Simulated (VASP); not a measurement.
**PtF2: single point with LDA+U**

PtF2:

```
Pt F
1.0
     0.00000    2.55255    2.55255
     2.55255    0.00000    2.55255
     2.55255    2.55255    0.00000
Pt F
1 2
Direct
  0.00000 0.00000 0.00000
  0.25000 0.25000 0.25000
  0.75000 0.75000 0.75000
```

The cell comes from a database or a generator and needn't be the stable form of this composition.

```yaml
Program: VASP 6.6.1
Task: single point
Functional: LDA
Potentials_or_basis: VASP PAW LDA potentials, release 64 (Pt, F)
Cutoff: 520 eV
k_mesh: 6 × 6 × 6
Occupations: gaussian, width 0.05 eV
Spin: collinear spin, ferromagnetic start
Starting_moments: "[0.5, 0.0, 0.0] μB"
Hubbard_terms: Pt d U = 4 eV
Further_INCAR_settings: ALGO = Normal; EDIFF = 1e-06
```

```json
{
  "Pressure": "18.3 GPa",
  "Band gap on the k mesh": "none (metal or under the smearing width)",
  "Net moment": "2.00 μB per cell",
  "Site moments": "Pt +1.58; F +0.22 μB",
  "Valence electrons inside the program's atomic spheres": "Pt 9.04; F 6.03"
}
```

Levels at points of the mesh, in eV from the Fermi level:
Spin up:
```csv
k point,band 10,band 11,band 12,band 13,band 14,band 15,band 16
"(0.00, 0.00, 0.00)",-4.29,-0.81,-0.81,-0.81,0.00,10.96,10.96
"(0.50, 0.00, 0.00)",-4.12,-3.85,-1.18,-1.18,4.85,6.06,13.84
"(0.50, 0.50, 0.00)",-3.78,-3.73,-1.94,-1.94,5.96,7.90,9.66
```
Spin down:
| k point | band 7 | band 8 | band 9 | band 10 | band 11 | band 12 | band 13 | band 14 | band 15 | band 16 |
| --- | --- | --- | --- | --- | --- | --- | --- | --- | --- | --- |
| (0.00, 0.00, 0.00) | -5.10 | -5.10 | -3.66 | -3.66 | 0.33 | 1.52 | 1.52 | 1.52 | 11.14 | 11.14 |
| (0.50, 0.00, 0.00) | -6.10 | -6.10 | -3.18 | -3.18 | -0.88 | 0.97 | 0.97 | 5.35 | 6.24 | 14.16 |
| (0.50, 0.50, 0.00) | -5.83 | -4.60 | -3.12 | -3.12 | -1.04 | 0.36 | 0.36 | 6.49 | 8.13 | 9.84 |

Eigenvalues of the final occupation matrices:
```csv
site,spin,trace,eigenvalues
site 1 d,1,4.96,0.96 0.96 1.01 1.01 1.01
site 1 d,2,3.38,0.49 0.49 0.49 0.95 0.95
```

It took 17 s on 1 thread of AMD EPYC 7R43 64-Core Processor (Zen 3), with other jobs on the host, peak memory 0.12 GiB.

The run has no spin-orbit coupling, so splittings on Pt are missing. The state reached can hang on the start; a lower one may exist.
